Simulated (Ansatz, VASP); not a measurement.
One calculation of GeTe3Pb, two programs

```
Pb Ge Te
1.0
     5.88000    0.00000    0.00000
     0.00000    5.88000    0.00000
     0.00000    0.00000    5.88000
Pb Ge Te
1 1 3
Direct
  0.00000 0.00000 0.00000
  0.50000 0.50000 0.50000
  0.50000 0.50000 0.00000
  0.50000 0.00000 0.50000
  0.00000 0.50000 0.50000
```

The cell comes from a database or a generator and needn't be the stable form of this composition.

Alike in both runs: task single point; functional PBE; k mesh 4 × 4 × 4; occupations gaussian, width 0.05 eV; no spin polarisation.

```csv
,VASP,Ansatz
version,VASP 6.6.1,Ansatz 0.2.0
potentials or method,"VASP PAW PBE potentials, release 64 (Pb_d, Ge_d, Te)","scalar-relativistic, plane waves, PAW"
plane-wave cutoff (eV),520,420
valence electrons in the cell,46,76
```

|  | VASP | Ansatz | Ansatz less VASP |
| --- | --- | --- | --- |
| gap on the k mesh at the Fermi level (eV) | none | none | - |
| pressure (GPa) | -5.0 | -5.0 | +0.02 |

A gap of «none» marks a metal or a gap that the smearing closes. The functional is the same, so the differences come from potentials, cutoffs and numerics. The two sets of potentials don't hold the same shells in valence.

Spin-orbit coupling is left out, which matters for the levels of Pb, Te.
